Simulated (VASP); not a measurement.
Output of a VASP run:

File OSZICAR:
```
       N       E                     dE             d eps       ncg     rms          rms(c)
DAV:   1     0.325941165716E+03    0.32594E+03   -0.24293E+04  2160   0.121E+03
DAV:   2    -0.172234171141E+02   -0.34316E+03   -0.33632E+03  2204   0.303E+02
DAV:   3    -0.365524894552E+02   -0.19329E+02   -0.19009E+02  2137   0.599E+01
DAV:   4    -0.372191637700E+02   -0.66667E+00   -0.66387E+00  2263   0.106E+01
DAV:   5    -0.372378921985E+02   -0.18728E-01   -0.18720E-01  2225   0.184E+00    0.182E+01
RMM:   6    -0.364099926974E+02    0.82790E+00   -0.11702E+01  1841   0.145E+01    0.727E+00
RMM:   7    -0.359097717962E+02    0.50022E+00   -0.37891E+00  1772   0.719E+00    0.577E+00
RMM:   8    -0.356923400884E+02    0.21743E+00   -0.89587E-01  1738   0.491E+00    0.827E-01
RMM:   9    -0.357151285613E+02   -0.22788E-01   -0.30624E-01  1940   0.156E+00    0.855E-01
RMM:  10    -0.357038961772E+02    0.11232E-01   -0.71950E-02  1771   0.130E+00    0.247E-01
RMM:  11    -0.357034852369E+02    0.41094E-03   -0.95346E-03  1867   0.446E-01    0.707E-02
RMM:  12    -0.357037762651E+02   -0.29103E-03   -0.32537E-03  2173   0.172E-01    0.586E-02
RMM:  13    -0.357038294185E+02   -0.53153E-04   -0.63491E-04  2005   0.835E-02    0.222E-02
RMM:  14    -0.357038432921E+02   -0.13874E-04   -0.20364E-04  1554   0.363E-02    0.137E-02
RMM:  15    -0.357038487882E+02   -0.54961E-05   -0.71043E-05  1240   0.186E-02
   1 F= -.35703849E+02 E0= -.35703849E+02  d E =-.357038E+02
       N       E                     dE             d eps       ncg     rms          rms(c)
DAV:   1    -0.359604733486E+02   -0.25663E+00   -0.92144E+00  1834   0.106E+01    0.250E+00
RMM:   2    -0.359835369171E+02   -0.23064E-01   -0.34254E-01  1746   0.229E+00    0.853E-01
RMM:   3    -0.359872477026E+02   -0.37108E-02   -0.45006E-02  1869   0.929E-01    0.607E-01
RMM:   4    -0.359882929270E+02   -0.10452E-02   -0.11653E-02  1861   0.464E-01    0.276E-01
RMM:   5    -0.359879922931E+02    0.30063E-03   -0.43251E-03  1849   0.337E-01    0.676E-02
RMM:   6    -0.359880302747E+02   -0.37982E-04   -0.83519E-04  2037   0.125E-01    0.648E-02
RMM:   7    -0.359880355710E+02   -0.52964E-05   -0.13277E-04  1632   0.460E-02    0.310E-02
RMM:   8    -0.359880387347E+02   -0.31637E-05   -0.28631E-05  1154   0.225E-02
   2 F= -.35988039E+02 E0= -.35988039E+02  d E =-.284190E+00
       N       E                     dE             d eps       ncg     rms          rms(c)
DAV:   1    -0.360517528947E+02   -0.63717E-01   -0.65133E+00  1820   0.903E+00    0.225E+00
RMM:   2    -0.360669884787E+02   -0.15236E-01   -0.23434E-01  1742   0.193E+00    0.792E-01
RMM:   3    -0.360695456183E+02   -0.25571E-02   -0.31044E-02  1858   0.766E-01    0.545E-01
RMM:   4    -0.360702367191E+02   -0.69110E-03   -0.77222E-03  1873   0.384E-01    0.170E-01
RMM:   5    -0.360701779334E+02    0.58786E-04   -0.28439E-03  1874   0.261E-01    0.694E-02
RMM:   6    -0.360701864504E+02   -0.85170E-05   -0.49061E-04  1907   0.985E-02    0.561E-02
RMM:   7    -0.360701915649E+02   -0.51145E-05   -0.92293E-05  1556   0.381E-02
   3 F= -.36070192E+02 E0= -.36070192E+02  d E =-.366343E+00
```

File OUTCAR:
```
------------------------ aborting loop because EDIFF is reached ----------------------------------------
  FORCE on cell =-STRESS in cart. coord.  units (eV):
  Direction    XX          YY          ZZ          XY          YZ          ZX
  --------------------------------------------------------------------------------------
  Total       -0.2160500     -0.2160500     -0.1727731      0.0000000      0.0000000      0.0000000
  in kB       -2.1088582     -2.1088576     -1.6864337      0.0000000      0.0000000      0.0000000
  external PRESSURE =      -1.9680499 kB  Pullay stress =       0.0000000 kB
  volume of cell :      164.14
      direct lattice vectors                 reciprocal lattice vectors
     3.556664419  0.000000000  0.000000000     0.281162315  0.162329161  0.000000000
    -1.778332209  3.080161305  0.000000000     0.000000000  0.324658322  0.000000000
     0.000000000  0.000000000 14.983083190     0.000000000  0.000000000  0.066741937
 POSITION                                       TOTAL-FORCE (eV/Angst)
 -----------------------------------------------------------------------------------
      1.77833      1.02672      5.55515        -0.000000      0.000000     -0.008538
     -0.00000      2.05344     13.04669        -0.000000      0.000000     -0.008538
     -0.00000      2.05344      9.42794        -0.000000      0.000000      0.008538
      1.77833      1.02672      1.93640        -0.000000     -0.000000      0.008538
      1.77833      1.02672     11.23731         0.000000      0.000000      0.000000
     -0.00000      2.05344      3.74577        -0.000000      0.000000      0.000000
 -----------------------------------------------------------------------------------
    total drift:                               -0.001577      0.000602     -0.000027
  FREE ENERGIE OF THE ION-ELECTRON SYSTEM (eV)
  ---------------------------------------------------
  free  energy   TOTEN  =       -36.0701915649 eV

  energy  without entropy=      -36.0701915649  energy(sigma->0) =      -36.07019156

 reached required accuracy - stopping structural energy minimisation
```
(Selected blocks of OUTCAR.)

### POSCAR
```
MoTe2
1
    3.5566644185     0.0000000000     0.0000000000
   -1.7783322093     3.0801613051     0.0000000000
    0.0000000000     0.0000000000    14.9830831902
Te Mo
4 2
Direct
  0.6666670000   0.3333330000   0.3790000000
  0.3333330000   0.6666670000   0.8790000000
  0.3333330000   0.6666670000   0.6210000000
  0.6666670000   0.3333330000   0.1210000000
  0.6666670000   0.3333330000   0.7500000000
  0.3333330000   0.6666670000   0.2500000000
```

Question: Reconstruct the remaining input files.

Answer: Several could match; the one computed here: the input of the run itself, PBE GGA, plane waves, VASP's PBE PAW potentials (set 64).

### INCAR
```
! general
SYSTEM  = MoTe2
PREC    = Normal
ENCUT   = 400
LREAL   = .False.   ! projection in real space or not
LASPH   = .True.   ! aspherical one-centre terms

! electronic loop
EDIFF   = 1E-5   ! SCF stop (eV)
NELM    = 100   ! most electronic steps
NELMIN  = 4
ALGO    = Fast
LMAXMIX = 4

! smearing
ISMEAR  = 0   ! Gaussian
SIGMA   = 0.05   ! width (eV)

! functional
GGA     = PE   ! PBE

! ions
IBRION  = 2   ! conjugate gradients
NSW     = 20   ! most ionic steps
ISIF    = 2
EDIFFG  = -0.03

! output
LWAVE   = .False.
LCHARG  = .False.
```

File KPOINTS:
```
Automatic mesh
0
Gamma
10 10 2
0 0 0
```

POTCAR, in this order: Te Mo_sv (PBE.64 set). Program: vasp_std.

Without a dispersion term in the relaxation, distances and binding between the weakly bound layers, chains or molecules are unreliable, and so is what depends on them.

The compound is MoTe2 in the 2H layered structure. This run relaxes the ions in a fixed cell. Symmetry was kept, so distortions that lower it aren't found.
